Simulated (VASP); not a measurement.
Here is the system:

```xyz
2
Lattice="0.0000 2.5812 2.5812 2.5812 0.0000 2.5812 2.5812 2.5812 0.0000" Properties=species:S:1:pos:R:3 pbc="T T T"
Ge     0.0000     0.0000     0.0000
Pd     2.5812     2.5812     2.5812
```

All values below come from r2SCAN meta-GGA, VASP's PBE PAW potentials (set 64) (plane waves; VASP 6.6.1). Numerical set-up: 400 eV cut-off, 14×14×14 Γ-centred mesh, tetrahedra with Blöchl corrections, potentials Ge_d Pd.

Q: Predict the energy per atom (σ→0), band gap (over mesh and band path) with the smallest direct gap where there is one.

A: 
```json
{
 "band gap (over mesh and band path)": "none (metal, semimetal or under 0.01 eV)",
 "energy per atom (σ→0)": "-18.472 eV/atom"
}
```

Only differences to runs with the same potentials and settings are physical.

The structure was generated: GePd was put into the rocksalt type (Fm-3m), which need not be its known phase. It was relaxed first, which changed the volume by -15 %.
